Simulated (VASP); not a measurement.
Be3Se2O:

```xyz
12
Lattice="5.0055 -2.9983 -0.0917 4.9476 2.8958 -0.0658 -0.0845 0.0245 5.4537" Properties=species:S:1:pos:R:3 pbc="T T T"
Be    6.4679   -1.4206    2.0917
Be    3.6906   -1.2489    1.8581
Be    5.0536    2.2064    1.7242
Be    6.1828    1.0013    4.7109
Be    3.6328    1.2102    4.9879
Be    4.9746   -2.0789    4.3899
Se    6.8177   -0.9775   -0.1018
Se    6.4629    0.8344    2.7636
Se    3.5721    1.0446    2.7032
Se    3.1954   -1.3482    5.2656
O     4.9500   -1.9598    2.7103
O     4.6696    1.9348    0.1224
```

The cell was built by a generator and needn't be a form met in nature.

* Program: VASP 6.6.1
* Task: relaxation of cell and atoms
* Functional: PBE
* Potentials or basis: VASP PAW PBE potentials, release 64 (Be, Se, O)
* Cutoff: 520 eV
* k mesh: 4 × 4 × 3
* Occupations: gaussian, width 0.05 eV
* Spin: no spin polarisation

At the start: pressure 7.5 GPa; volume 13.33 Å³/atom.

Question: Where does the relaxation end?

Answer: Over 20 steps the energy falls by 329.0 meV/atom and the volume is 13.24 Å³/atom (-0.7 %); space group Cmc2_1 (No. 36, to 0.05 Å).

The path:
| step | energy change (eV) | largest force (eV/Å) | pressure (GPa) | volume (Å³) |
| --- | --- | --- | --- | --- |
| 1 | 0.0000 | 7.5695 | 7.50 | 159.91 |
| 2 | -2.3554 | 3.2226 | -5.92 | 174.67 |
| 3 | -2.3701 | 3.0050 | -4.15 | 170.51 |
| 4 | -2.3903 | 3.1327 | -5.10 | 172.44 |
| 5 | -3.3217 | 1.4781 | -1.66 | 164.07 |
| 6 | -3.4026 | 1.4077 | 0.46 | 160.90 |
| 7 | -3.6861 | 0.9122 | -0.10 | 160.43 |
| 8 | -3.7983 | 0.6289 | -0.13 | 159.88 |
| 9 | -3.7999 | 0.6380 | -0.19 | 159.95 |
| 10 | -3.8597 | 0.4696 | 0.06 | 159.40 |
| 11 | -3.8728 | 0.5432 | 0.34 | 158.97 |
| 12 | -3.9120 | 0.2909 | -0.37 | 159.52 |
| 13 | -3.9152 | 0.3208 | -0.58 | 159.73 |
| 14 | -3.9364 | 0.1946 | 0.21 | 158.28 |
| 15 | -3.9365 | 0.1906 | 0.28 | 158.21 |
| 16 | -3.9450 | 0.0785 | -0.04 | 158.80 |
| 17 | -3.9453 | 0.0947 | -0.08 | 158.94 |
| 18 | -3.9471 | 0.0421 | 0.02 | 158.78 |
| 19 | -3.9472 | 0.0511 | 0.05 | 158.75 |
| 20 | -3.9477 | 0.0284 | -0.01 | 158.85 |

Final structure:
```yaml
crystal:
  lattice:
    - [5.07703, -2.87436, -0.00075]
    - [5.07861, 2.87103, -0.00060]
    - [0.00060, 0.00009, 5.44485]
  atoms:
    - { symbol: Be, position: [0.84737, 0.42876, 0.40774] }
    - { symbol: Be, position: [0.57907, 0.16121, 0.40769] }
    - { symbol: Be, position: [0.11816, 0.89018, 0.32187] }
    - { symbol: Be, position: [0.43814, 0.83750, 0.90756] }
    - { symbol: Be, position: [0.17020, 0.56935, 0.90751] }
    - { symbol: Be, position: [0.89960, 0.10829, 0.82167] }
    - { symbol: Se, position: [0.84390, 0.48310, 0.00126] }
    - { symbol: Se, position: [0.49273, 0.83437, 0.50129] }
    - { symbol: Se, position: [0.17331, 0.51581, 0.50129] }
    - { symbol: Se, position: [0.52496, 0.16398, 0.00125] }
    - { symbol: O, position: [0.86213, 0.14609, 0.49396] }
    - { symbol: O, position: [0.15534, 0.85241, 0.99424] }
```
